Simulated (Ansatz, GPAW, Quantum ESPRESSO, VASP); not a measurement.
Sn (Fd-3m, 2 atoms in the cell) computed with different codes at matched settings

Self-consistent single point.

```
CELL_PARAMETERS angstrom
      0.00000     3.24450     3.24450
      3.24450     0.00000     3.24450
      3.24450     3.24450     0.00000
ATOMIC_POSITIONS crystal
  Sn 0.00000 0.00000 0.00000
  Sn 0.25000 0.25000 0.25000
```

Shared settings, as Ansatz (a quantum-chemistry and plane-wave program) writes them: kpoints.mp_grid.grid = 9 9 9; scf.occupations.method = fermi_dirac; scf.occupations.width = 0.05 eV. Potentials and cutoffs stand in the table.

| code | model | pressure (GPa) | cutoff |
|---|---|---|---|
| Ansatz | LDA (PW92), default PAW files made with PBE | -0.32 | default |
| Quantum ESPRESSO | LDA (PZ), GBRV 1.5 ultrasoft (LDA) pseudopotentials | -0.43 | 40 Ry |
| VASP | LDA (PZ), VASP's LDA PAW potentials (set 64) | -0.59 | 300 eV |
| GPAW | LDA (Perdew-Wang 92), GPAW PAW datasets LDA (gpaw-data 1.0.1) | -0.61 | 600 eV |

The spread over the programs that give each value: pressure within 0.29 GPa.

Ansatz's pressure is given at a fixed set of plane waves, as the other plane-wave codes print theirs. The same LDA comes in different parametrisations, which differ slightly.

VASP's run is marked for a possible Pulay error in its stress at this cutoff; no cutoff test was made.

The starting cell has typed, rounded lattice constants, without a prior relaxation at this level.

Left out of this page: ABINIT, CP2K, Elk, FLEUR and SIESTA (not drawn, or without a comparable value).

Keys are those of Ansatz 0.2.
